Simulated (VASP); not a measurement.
An input for Ansatz (written as the equivalent of a VASP run, and not itself run):

Ansatz 0.2 input:
```yaml
crystal:
  lattice:
    - [0.0000000, 2.2076526, 2.2076526]
    - [2.2076526, 0.0000000, 2.2076526]
    - [2.2076526, 2.2076526, 0.0000000]
  atoms:
    - { symbol: Ga, position: [0.0000000, 0.0000000, 0.0000000] }
    - { symbol: N, position: [0.2500000, 0.2500000, 0.2500000] }
kpoints:
  mp_grid: { grid: [10, 10, 10] }
hamiltonian:
  xc: r2scan
  pseudopotentials: { kind: paw }
scf:
  occupations: { method: gaussian, width: 0.05 }
  max_iter: 100
relax:
  max_steps: 30
  f_tol: 0.01
output: { forces: true, stress: true, eigenvalues: true }
```

**Question.** Translate this input to VASP (INCAR, KPOINTS, POSCAR, choice of POTCAR).

**Answer.** This is not unique; one that fits is 
KPOINTS:
```
Automatic mesh
0
Gamma
10 10 10
0 0 0
```

**INCAR**
```
# general
SYSTEM  = GaN
PREC    = Accurate
ENCUT   = 600
LREAL   = F   # projection in real space or not
LASPH   = T   # aspherical one-centre terms

# electronic loop
EDIFF   = 1E-7   # SCF stop (eV)
NELM    = 100   # most electronic steps
ALGO    = Normal   # blocked Davidson
LMAXMIX = 4   # l cut-off of mixed one-centre charges
LMIXTAU = T

# smearing
ISMEAR  = 0   # Gaussian
SIGMA   = 0.05

# functional
METAGGA = R2SCAN

# ions
IBRION  = 2   # conjugate gradients
NSW     = 30
ISIF    = 2   # forces and stress, cell fixed
EDIFFG  = -0.01

# output
LWAVE   = F
LCHARG  = F
```

### POSCAR
```
GaN
1
    0.0000000000     2.2076526202     2.2076526202
    2.2076526202     0.0000000000     2.2076526202
    2.2076526202     2.2076526202     0.0000000000
Ga N
1 1
Direct
  0.0000000000   0.0000000000   0.0000000000
  0.2500000000   0.2500000000   0.2500000000
```

POTCAR, in this order: Ga_d N (PBE.64 set). Program: vasp_std.

What does not carry over: each code has its own PAW files, so the cut-off isn't converted (ENCUT is set for VASP's; basis.ecutwfc is left out, and Ansatz then takes the one that its files recommend); Ansatz stops its SCF on the density residual and VASP on the energy change (EDIFF).

The compound is GaN in the zinc blende structure, a metastable form; wurtzite is the usual one. This cell was strained or had an atom moved on purpose.
